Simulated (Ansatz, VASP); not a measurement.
# Li2MgOF2: VASP beside Ansatz

Wanted: the spread between two codes on one cell, functional and k mesh. The cell is generated by rule, not measured, and may not be a known phase. Of the first pair: The cell is taken from a series of runs on this material, whose earlier steps may have relaxed, scaled, displaced or heated it; both programs get it as it stands.

Method: plane waves, with VASP 6.6.1 beside it; relaxation of cell and atoms at PBE, in Ansatz 0.2.0.

## (1) Set-up

It takes space group I4/mmm (No. 139, tetragonal). The conventional cell has a = 2.933 Å, b = 2.933 Å, c = 12.445 Å, α = 90.00°, β = 90.00°, γ = 90.00°. F has 5 Li at 2.04 to 2.08 Å and 1 Mg at 2.12 Å nearest. Nearest to Li lie 5 F at 2.04 to 2.08 Å and 1 O at 2.06 Å. Nearest to Mg lie 4 O at 2.07 Å and 2 F at 2.12 Å. Nearest to O lie 2 Li at 2.06 Å and 4 Mg at 2.07 Å. Farther neighbours and most contacts between anions are not listed.

## (2) VASP: relaxation of cell and atoms, PBE, pair 1

The relaxed volume is the usual yardstick between codes: in a stiff, nearly cubic crystal its relative difference is about their pressure difference at one cell divided by the bulk modulus.

Lines of VASP's logs that name or quote its potential files are left out, and so is its time.

INCAR

```
SYSTEM = Li2MgOF2
PREC = Accurate
ENCUT = 750
EDIFF = 1E-07
NELM = 120
ISMEAR = 0
SIGMA = 0.02
LREAL = .FALSE.
ALGO = Normal
GGA = PE
NBANDS = 20
LORBIT = 11
LWAVE = .FALSE.
LCHARG = .FALSE.
ISIF = 3
IBRION = 2
NSW = 80
EDIFFG = -0.005
LASPH = .TRUE.
GGA_COMPAT = .FALSE.
NELMIN = 4
EFERMI = MIDGAP
KPAR = 2
```

POSCAR

```
Li2MgOF2
1.0
    2.0742940000      2.0742940000      0.0000000000
   -2.0742940000      2.0742940000      0.0000000000
    2.0742940000      0.0000000000      6.2225020000
F Li Mg O
2 2 1 1
Direct
    0.8293222726      0.1706777274      0.3413554548
    0.1706777274      0.8293222726      0.6586445452
    0.3342902100      0.6657097900      0.3314195801
    0.6657097900      0.3342902100      0.6685804199
    0.0000000000      0.0000000000      0.0000000000
    0.5000000000      0.5000000000      0.0000000000
```

KPOINTS

```
Automatic mesh
0
Gamma
8 8 8
0 0 0
```

The projector-augmented-wave data sets are F, Li_sv, Mg and O (PBE family, release 64).

Command:

```console
mpirun -np 2 vasp_std
```

Numbers of over 12 decimals in the logs are rounded to 6 here.

Output:

```text
[banner, memory and clock lines left out]
running    2 mpi-ranks, on    1 nodes
 distrk:  each k-point on    1 cores,    2 groups
 distr:  one band on    1 cores,    1 groups

 POSCAR found type information on POSCAR F LiMgO
 POSCAR found :  4 types and       6 ions
 LDA part: xc-table for (Slater+PW92), standard interpolation
 POSCAR, INCAR and KPOINTS ok, starting setup
 FFT: planning ... GRIDC
 FFT: planning ... GRID_SOFT
 FFT: planning ... GRID
 WAVECAR not read
 entering main loop
       N       E                     dE             d eps       ncg     rms          rms(c)
DAV:   1     0.224531622242E+03    0.22453E+03   -0.18717E+04  2416   0.191E+03
DAV:   2    -0.165256605273E+02   -0.24106E+03   -0.23300E+03  2828   0.407E+02
DAV:   3    -0.324496387035E+02   -0.15924E+02   -0.15848E+02  3852   0.919E+01
DAV:   4    -0.337237487834E+02   -0.12741E+01   -0.12727E+01  3512   0.160E+01
DAV:   5    -0.337371156364E+02   -0.13367E-01   -0.13366E-01  3248   0.211E+00    0.978E+00
DAV:   6    -0.309973743979E+02    0.27397E+01   -0.10640E+01  2520   0.213E+01    0.315E+00
DAV:   7    -0.309977926516E+02   -0.41825E-03   -0.30838E-01  3012   0.386E+00    0.198E+00
DAV:   8    -0.310005382915E+02   -0.27456E-02   -0.10423E-01  2728   0.312E+00    0.377E-01
DAV:   9    -0.309995271776E+02    0.10111E-02   -0.20411E-02  3448   0.938E-01    0.146E-01
DAV:  10    -0.309997662862E+02   -0.23911E-03   -0.12244E-03  2880   0.252E-01    0.681E-02
DAV:  11    -0.309999518038E+02   -0.18552E-03   -0.25753E-04  2620   0.136E-01    0.107E-02
DAV:  12    -0.309999511686E+02    0.63520E-06   -0.19971E-05  3520   0.326E-02    0.416E-03
DAV:  13    -0.309999517382E+02   -0.56955E-06   -0.12758E-06  2788   0.102E-02    0.164E-03
DAV:  14    -0.309999517037E+02    0.34507E-07   -0.29532E-07  2640   0.420E-03
   1 F= -.30999952E+02 E0= -.30999952E+02  d E =-.310000E+02
 curvature:   0.00 expect dE= 0.000E+00 dE for cont linesearch  0.000E+00
 trial: gam= 0.00000 g(F)=  0.422E-04 g(S)=  0.134E-02 ort = 0.000E+00 (trialstep = 0.100E+01)
 search vector abs. value=  0.139E-02
 bond charge predicted
       N       E                     dE             d eps       ncg     rms          rms(c)
DAV:   1    -0.310082832224E+02   -0.83315E-02   -0.13700E-01  2412   0.329E+00    0.696E-01
DAV:   2    -0.310009476436E+02    0.73356E-02   -0.29155E-02  2624   0.137E+00    0.124E-01
DAV:   3    -0.310008375689E+02    0.11007E-03   -0.55040E-04  2748   0.199E-01    0.724E-02
DAV:   4    -0.310007665583E+02    0.71011E-04   -0.85740E-05  3884   0.780E-02    0.109E-02
DAV:   5    -0.310007658206E+02    0.73767E-06   -0.64611E-06  3132   0.223E-02    0.249E-03
DAV:   6    -0.310007661616E+02   -0.34092E-06   -0.48259E-07  2944   0.588E-03    0.108E-03
DAV:   7    -0.310007664956E+02   -0.33405E-06   -0.89176E-08  1584   0.297E-03    0.244E-04
DAV:   8    -0.310007664871E+02    0.85547E-08   -0.13222E-08  1312   0.961E-04
   2 F= -.31000766E+02 E0= -.31000766E+02  d E =-.814783E-03
 trial-energy change:   -0.000815  1 .order   -0.000821   -0.001387   -0.000256
 step:   1.2367(harm=  1.2265)  dis= 0.00118  next Energy=   -31.000797 (dE=-0.845E-03)
 bond charge predicted
       N       E                     dE             d eps       ncg     rms          rms(c)
DAV:   1    -0.310012156132E+02   -0.44912E-03   -0.76835E-03  2416   0.778E-01    0.165E-01
DAV:   2    -0.310008044404E+02    0.41117E-03   -0.16302E-03  2620   0.324E-01    0.295E-02
DAV:   3    -0.310007980953E+02    0.63451E-05   -0.30716E-05  2748   0.469E-02    0.171E-02
DAV:   4    -0.310007942279E+02    0.38675E-05   -0.47737E-06  3900   0.184E-02    0.260E-03
DAV:   5    -0.310007942454E+02   -0.17564E-07   -0.35987E-07  3036   0.525E-03
   3 F= -.31000794E+02 E0= -.31000794E+02  d E =-.842542E-03
 curvature:  -0.61 expect dE=-0.138E-05 dE for cont linesearch -0.252E-08
 trial: gam=-0.00010 g(F)=  0.215E-05 g(S)=  0.105E-06 ort = 0.239E-05 (trialstep = 0.105E+01)
 search vector abs. value=  0.225E-05
 reached required accuracy - stopping structural energy minimisation
```

From OUTCAR (step 2):

```text
ion  position               nearest neighbor table
   1  0.829  0.171  0.341-   4 2.04   3 2.08   3 2.08   3 2.08   3 2.08   5 2.12
   2  0.171  0.829  0.659-   3 2.04   4 2.08   4 2.08   4 2.08   4 2.08   5 2.12
   3  0.334  0.666  0.331-   2 2.04   6 2.06   1 2.08   1 2.08   1 2.08   1 2.08   5 2.92   5 2.92
                             5 2.92   5 2.92
   4  0.666  0.334  0.669-   1 2.04   6 2.06   2 2.08   2 2.08   2 2.08   2 2.08   5 2.92   5 2.92
                             5 2.92   5 2.92
   5  0.000  0.000  0.000-   6 2.07   6 2.07   6 2.07   6 2.07   1 2.12   2 2.12   4 2.92   3 2.92
                             4 2.92   3 2.92   4 2.92   3 2.92   4 2.92   3 2.92
   6  0.500  0.500  0.000-   3 2.06   4 2.06   5 2.07   5 2.07   5 2.07   5 2.07

  LATTYP: Found a body centered tetragonal cell.
 ALAT       =     2.9334947071
 C/A-ratio  =     4.2423816105

 Subroutine GETGRP returns: Found 16 space group operations
 (whereof 16 operations were pure point group operations)

The static configuration has the point symmetry D_4h.

 Found     59 irreducible k-points:

   k-points           NKPTS =     59   k-points in BZ     NKDIM =     59   number of bands    NBANDS=     20

   dimension x,y,z NGX =    28 NGY =   28 NGZ =   60
   dimension x,y,z NGXF=    56 NGYF=   56 NGZF=  120

   ENCUT  =  750.0 eV  55.12 Ry    7.42 a.u.   6.55  6.55 14.65*2*pi/ulx,y,z

   NELECT =      28.0000    total number of electrons

 k-points in reciprocal lattice and weights: Automatic mesh
   0.00000000  0.00000000  0.00000000       0.002
   0.12500000  0.00000000  0.00000000       0.016
   0.25000000  0.00000000  0.00000000       0.016
   0.37500000  0.00000000  0.00000000       0.016
   0.50000000  0.00000000  0.00000000       0.008
   0.12500000  0.12500000  0.00000000       0.008
   0.25000000  0.12500000  0.00000000       0.031
   0.37500000  0.12500000  0.00000000       0.031
   0.50000000  0.12500000  0.00000000       0.031
[...]
-0.12500000  0.12500000  0.37500000       0.008
   0.00000000  0.00000000  0.50000000       0.002

 average (electrostatic) potential at core
       1 -76.6705       2 -76.6705       3 -60.6474       4 -60.6474       5 -36.3350
       6 -70.3994

 E-fermi :   4.5548

 k-point     1 :       0.0000    0.0000    0.0000
  band No.  band energies     occupation
    ...
     10      -1.2165      2.00000
     11      -1.2165      2.00000
     12       0.8234      2.00000
     13       1.7827      2.00000
     14       1.7827      2.00000
     15       7.3270      0.00000
     16      11.2753      0.00000
     17      12.2114      0.00000
     18      13.3826      0.00000
     19      15.8789      0.00000
    ...

 k-point     2 :       0.1250    0.0000    0.0000
  band No.  band energies     occupation
    ...
     10      -1.3913      2.00000
     11      -1.1949      2.00000
     12       0.8193      2.00000
     13       1.2366      2.00000
     14       1.7819      2.00000
     15       7.8124      0.00000
     16      11.2156      0.00000
     17      12.1851      0.00000
     18      13.6424      0.00000
     19      15.2490      0.00000
    ...

 k-point     3 :       0.2500    0.0000    0.0000
  band No.  band energies     occupation
    ...
     10      -1.5084      2.00000
     11      -1.1518      2.00000
     12       0.2235      2.00000
     13       0.8573      2.00000
     14       1.7801      2.00000
     15       8.8317      0.00000
     16      10.7203      0.00000
     17      11.9070      0.00000
     18      14.2036      0.00000
     19      14.8252      0.00000
    ...

  Total       -0.0020160     -0.0020160      0.0022247      0.0000000      0.0000000      0.0000000
  in kB       -0.0607470     -0.0607470      0.0670340      0.0000000      0.0000000      0.0000000
  external PRESSURE =      -0.0181533 kB  Pullay stress =       0.0000000 kB

  energy-cutoff  :      750.00
  volume of cell :       53.17
      direct lattice vectors                 reciprocal lattice vectors
     2.069150791  2.069150791  0.000000000     0.241645028  0.241645028 -0.080519314
    -2.069150791  2.069150791  0.000000000    -0.241645028  0.241645028  0.080519314
     2.069150791  0.000000000  6.209690292     0.000000000 -0.000000000  0.161038627

 POSITION                                       TOTAL-FORCE (eV/Angst)
 -----------------------------------------------------------------------------------
      2.06915      2.06915      2.11854         0.000000     -0.000000      0.002472
     -0.00000      2.06915      4.09115        -0.000000     -0.000000     -0.002472
      0.00000      2.06915      2.05843        -0.000000     -0.000000      0.004020
      2.06915      2.06915      4.15126         0.000000     -0.000000     -0.004020
      0.00000      0.00000      0.00000         0.000000     -0.000000      0.000000
      0.00000      2.06915      0.00000         0.000000      0.000000      0.000000
 -----------------------------------------------------------------------------------
    total drift:                                0.000000      0.000000      0.000000

  FREE ENERGIE OF THE ION-ELECTRON SYSTEM (eV)
  ---------------------------------------------------
  free  energy   TOTEN  =       -31.0007942454 eV

  energy  without entropy=      -31.0007942454  energy(sigma->0) =      -31.00079425

 reached required accuracy - stopping structural energy minimisation

 total charge
# of ion       s       p       d       tot
------------------------------------------
    1        1.726   4.407   0.000   6.133
    2        1.726   4.407   0.000   6.133
    3        2.017   0.048   0.000   2.065
    4        2.017   0.048   0.000   2.065
    5        0.145   0.171   0.077   0.393
    6        1.535   3.551   0.000   5.086
--------------------------------------------------
tot          9.165  12.632   0.077  21.874

[... 3 further parts left out ...]
```

CONTCAR:

```
Li2MgOF2
   1.00000000000000
     2.0691507909766211    2.0691507909766211    0.0000000000000000
    -2.0691507909766211    2.0691507909766211    0.0000000000000000
     2.0691507909766211    0.0000000000000000    6.2096902916101833
  F               Li              Mg              O
     2     2     1     1
Direct
     0.8294167531392904    0.1705832468607096    0.3411664937214263
     0.1705832468607096    0.8294167531392904    0.6588335062785736
     0.3342567337627313    0.6657432662372688    0.3314865325745321
     0.6657432662372688    0.3342567337627313    0.6685134674254679
     0.0000000000000000    0.0000000000000000    0.0000000000000000
     0.5000000000000000    0.5000000000000000    0.0000000000000000
```

The run keeps the 16 symmetry operations of its start, so it cannot find a distortion of lower symmetry.

(Continued in part 2 of 3.)

[Lines on the potential files, build, host, timing and source positions are cut from VASP's logs without a mark.]

[Logs are printed without paths, hosts, clocks, repeated set-up lines and the standing remarks that a program may print on its own settings, such as how far it seeks lower states.]

[Hosts, paths, dates, database ids (printed as entryN), source tags and the programs' standing remarks are cut or masked in the printed files.]
